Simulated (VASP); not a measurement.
Output of a VASP run:

OSZICAR:
```
       N       E                     dE             d eps       ncg     rms          rms(c)
DAV:   1     0.685211619376E+02    0.68521E+02   -0.59916E+03   360   0.923E+02
DAV:   2    -0.276104423862E+00   -0.68797E+02   -0.64664E+02   382   0.210E+02
DAV:   3    -0.532907281977E+01   -0.50530E+01   -0.50311E+01   436   0.601E+01
DAV:   4    -0.545442483201E+01   -0.12535E+00   -0.12531E+00   421   0.104E+01
DAV:   5    -0.545767245794E+01   -0.32476E-02   -0.32476E-02   423   0.160E+00    0.162E+00
DAV:   6    -0.539400639610E+01    0.63666E-01   -0.90511E-02   403   0.199E+00    0.112E+00
DAV:   7    -0.538478489356E+01    0.92215E-02   -0.74845E-02   406   0.166E+00    0.592E-01
DAV:   8    -0.538693558224E+01   -0.21507E-02   -0.52906E-03   358   0.700E-01    0.148E-01
DAV:   9    -0.538690444039E+01    0.31142E-04   -0.13162E-04   400   0.125E-01    0.427E-02
DAV:  10    -0.538692304298E+01   -0.18603E-04   -0.40645E-05   397   0.767E-02    0.616E-03
DAV:  11    -0.538692400180E+01   -0.95882E-06   -0.39509E-06   373   0.220E-02
   1 F= -.53869240E+01 E0= -.53869240E+01  d E =-.538692E+01
```

File OUTCAR:
```
------------------------ aborting loop because EDIFF is reached ----------------------------------------
  FORCE on cell =-STRESS in cart. coord.  units (eV):
  Direction    XX          YY          ZZ          XY          YZ          ZX
  --------------------------------------------------------------------------------------
  Total        0.0149117      0.0149117      0.0149117      0.0000000     -0.0000000      0.0000000
  in kB        0.3458563      0.3458563      0.3458563      0.0000000     -0.0000000      0.0000000
  external PRESSURE =       0.3458563 kB  Pullay stress =       0.0000000 kB
  volume of cell :       69.08
      direct lattice vectors                 reciprocal lattice vectors
     0.000000000  3.256647471  3.256647471    -0.153532123  0.153532123  0.153532123
     3.256647471  0.000000000  3.256647471     0.153532123 -0.153532123  0.153532123
     3.256647471  3.256647471  0.000000000     0.153532123  0.153532123 -0.153532123
  FREE ENERGIE OF THE ION-ELECTRON SYSTEM (eV)
  ---------------------------------------------------
  free  energy   TOTEN  =        -5.3869240018 eV

  energy  without entropy=       -5.3869240018  energy(sigma->0) =       -5.38692400

 reached required accuracy - stopping structural energy minimisation
```
(Selected blocks of OUTCAR.)

POSCAR:
```
NaI
1
    0.0000000000     3.2566474709     3.2566474709
    3.2566474709    -0.0000000000     3.2566474709
    3.2566474709     3.2566474709     0.0000000000
Na I
1 1
Direct
  0.0000000000   0.0000000000   0.0000000000
  0.5000000000   0.5000000000   0.5000000000
```

### Question
Reconstruct the remaining input files.

### Answer
This is not unique; one that fits is the input of the run itself, PBE GGA, plane waves, VASP's PBE PAW potentials (set 64).

### KPOINTS
```
K-points
0
Gamma
  6 6 6
```

### INCAR
```
! general
SYSTEM =NaI
PREC   =Accurate
ENCUT  =400
LREAL  =.False.
LASPH  =.True.

! electronic loop
EDIFF  =1E-6
NELM   =100
ALGO   =Normal
LMAXMIX=4

! smearing
ISMEAR =0
SIGMA  =0.05

! functional
GGA    =PE

! ions
IBRION =2
NSW    =60
ISIF   =3
EDIFFG =-0.01

! output
LWAVE  =.False.
LCHARG =.False.
```

POTCAR, in this order: Na_pv I (PBE.64 set). Program: vasp_std.

The compound is NaI in the rock salt structure. It was relaxed first. The start is the result of an earlier pass.
